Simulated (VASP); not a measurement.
Here is the system:

```yaml
crystal:
  lattice:
    - [0.00000, 2.02264, 2.02264]
    - [2.02264, 0.00000, 2.02264]
    - [2.02264, 2.02264, 0.00000]
  atoms:
    - { symbol: Li, position: [0.00000, 0.00000, 0.00000] }
    - { symbol: F, position: [0.50000, 0.50000, 0.50000] }
```

These are SCAN meta-GGA, VASP's PBE PAW potentials (set 64) (plane waves; VASP 6.6.1) values and carry that method's errors. Settings: 520 eV cut-off, 11×11×11 Γ-centred mesh, Gaussian smearing of 0.050 eV, potentials Li_sv F.

**Question.** Give the stress tensor in GPa (positive for a compressed cell).

**Answer.** 
```
-4.22   0.00   0.00
 0.00  -4.22   0.00
 0.00   0.00  -4.22
```
The pressure is its mean diagonal, -4.22 GPa.

The compound is LiF in the rock salt structure. This cell is one point of a volume scan, at 1.06 of the reference volume.
